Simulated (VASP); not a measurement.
The system is In4Sb3As.

```xyz
8
Lattice="-3.2508 3.2508 0.0000 -3.2508 -6.5017 3.2508 3.2508 3.2508 6.5017" Properties=species:S:1:pos:R:3 pbc="T T T"
In   -1.6254   -1.6254    1.6254
In   -4.8763   -1.6254    4.8763
In   -1.6254    1.6254    4.8763
In   -1.6254   -1.6254    8.1271
Sb    0.0000    0.0000    0.0000
Sb   -3.2508    0.0000    3.2508
Sb    0.0000    3.2508    3.2508
As    0.0000    0.0000    6.5017
```

The cell comes from a database or a generator and needn't be the stable form of this composition.

```yaml
Program: VASP 6.6.1
Task: relaxation of cell and atoms
Functional: LDA
Potentials_or_basis: VASP PAW LDA potentials, release 64 (In_d, Sb, As)
Cutoff: 300 eV
k_mesh: 4 × 4 × 3
Occupations: gaussian, width 0.02 eV
Spin: no spin polarisation
```

At the start: pressure -2.8 GPa; volume 34.36 Å³/atom.

Q: Where does the relaxation end?

A: Over 27 steps the energy falls by 45.4 meV/atom and the volume is 31.87 Å³/atom (-7.2 %); space group Cm (No. 8, to 0.05 Å).

The path:
```
step  energy change (eV)  largest force (eV/Å)  pressure (GPa)  volume (Å³)
   1              0.0000                0.8374           -2.85       274.84
   2             -0.2458                0.7397            1.00       251.25
   3             -0.2488                0.7514            0.58       253.33
   4             -0.3178                0.4087            0.39       253.63
   5             -0.3497                0.2596            0.25       254.01
   6             -0.3574                0.1382           -0.20       256.25
   7             -0.3575                0.1245           -0.27       256.52
   8             -0.3609                0.0691           -0.02       255.10
   9             -0.3609                0.0703            0.00       255.00
  10             -0.3615                0.0440            0.02       254.91
  11             -0.3618                0.0457            0.04       254.76
  12             -0.3622                0.0395            0.01       254.96
  13             -0.3623                0.0407           -0.02       255.09
  14             -0.3623                0.0454           -0.02       255.14
  15             -0.3627                0.0347           -0.03       255.14
  16             -0.3629                0.0280           -0.03       255.14
  17             -0.3627                0.0494           -0.03       255.14
  18             -0.3629                0.0269           -0.03       255.14
  19             -0.3630                0.0168            0.04       254.83
  20             -0.3630                0.0165            0.04       254.82
  21             -0.3631                0.0086           -0.02       255.07
  22             -0.3631                0.0079           -0.01       255.04
  23             -0.3631                0.0067            0.00       255.00
  24             -0.3631                0.0074            0.00       254.99
  25             -0.3631                0.0068            0.00       255.00
  26             -0.3631                0.0069            0.00       255.00
  27             -0.3631                0.0031            0.01       254.97
```

Final structure:
```yaml
crystal:
  lattice:
    - [-3.19903, 3.19903, 0.00000]
    - [-3.16214, -6.36117, 3.14140]
    - [3.17231, 3.17231, 6.27624]
  atoms:
    - { symbol: In, position: [0.19007, 0.38014, 0.05011] }
    - { symbol: In, position: [0.94054, 0.88107, 0.31330] }
    - { symbol: In, position: [0.69246, 0.38492, 0.57756] }
    - { symbol: In, position: [0.42722, 0.85444, 0.81115] }
    - { symbol: Sb, position: [0.99905, 0.99810, 0.99338] }
    - { symbol: Sb, position: [0.75042, 0.50085, 0.25026] }
    - { symbol: Sb, position: [0.50175, 0.00351, 0.50642] }
    - { symbol: As, position: [0.24849, 0.49697, 0.74783] }
```
